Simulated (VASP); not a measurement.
Data:

```
CeCuIn
1.0
    4.68985     0.00000     0.00000
   -2.34493     4.06153     0.00000
    0.00000     0.00000     3.33645
Ce In Cu
1 1 1
Direct
  0.00000   0.00000   0.00000
  0.33333   0.66667   0.50000
  0.66667   0.33333   0.50000
```

Method: PBEsol GGA with spin-orbit coupling, VASP's PBE PAW potentials (set 64) (plane waves; VASP 6.6.1). Settings: 400 eV cut-off, 7×7×8 Γ-centred mesh, Gaussian smearing of 0.050 eV, potentials Ce In_d Cu.

The run has a spin-polarised start.

Q: Give the energies of bands 30 to 43 at the high-symmetry points, in eV from the Fermi level.

A: 
```tsv
band	Γ	M	K	A	L	H
30	-2.75	-2.81	-2.77	-3.07	-2.49	-2.81
31	-1.41	-2.74	-2.77	-2.26	-2.01	-2.17
32	-1.41	-2.73	-2.63	-2.24	-1.90	-2.14
33	-1.34	-0.72	-2.57	-0.24	-1.59	-1.40
34	-1.33	-0.51	-2.54	-0.14	-1.54	-1.35
35	-0.72	-0.34	0.00	-0.05	-1.42	-0.25
36	-0.29	-0.32	0.04	-0.04	-1.34	-0.11
37	-0.22	0.07	0.08	0.09	-0.23	-0.04
38	0.04	0.11	0.20	0.24	-0.08	0.18
39	0.12	0.27	0.24	0.27	0.15	0.21
40	0.13	0.29	0.32	0.27	0.19	0.21
41	0.29	0.37	0.32	0.39	0.26	0.26
42	0.31	0.44	0.53	0.39	0.42	0.31
43	0.41	0.62	0.58	0.42	0.43	0.45
```

It has no gap at this level: it comes out as a metal or semimetal.

The structure comes from a computed database's CeInCu entry (P-6m2); how it stands against other phases isn't given here. It was relaxed first, which changed the volume by -8 %.
